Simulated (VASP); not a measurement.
Data:

```yaml
crystal:
  lattice:
    - [0.00000, 2.63589, 2.63589]
    - [2.63589, 0.00000, 2.63589]
    - [2.63589, 2.63589, 0.00000]
  atoms:
    - { symbol: Zn, position: [0.00000, 0.00000, 0.00000] }
    - { symbol: S, position: [0.25000, 0.25000, 0.25000] }
```

Level of theory: vdW-DF-cx, VASP's PBE PAW potentials (set 64) (plane waves; VASP). Run with 520 eV cut-off, 9×9×9 Γ-centred mesh, Gaussian smearing of 0.050 eV, potentials Zn S.

**Question.** Give the stress tensor in GPa (positive for a compressed cell).

**Answer.** 
```
5.44  0.00  0.00
0.00  5.44  0.00
0.00  0.00  5.44
```
The pressure is its mean diagonal, 5.44 GPa.

The compound is ZnS in the zinc blende structure. This cell is one point of a volume scan, at 0.94 of the reference volume.
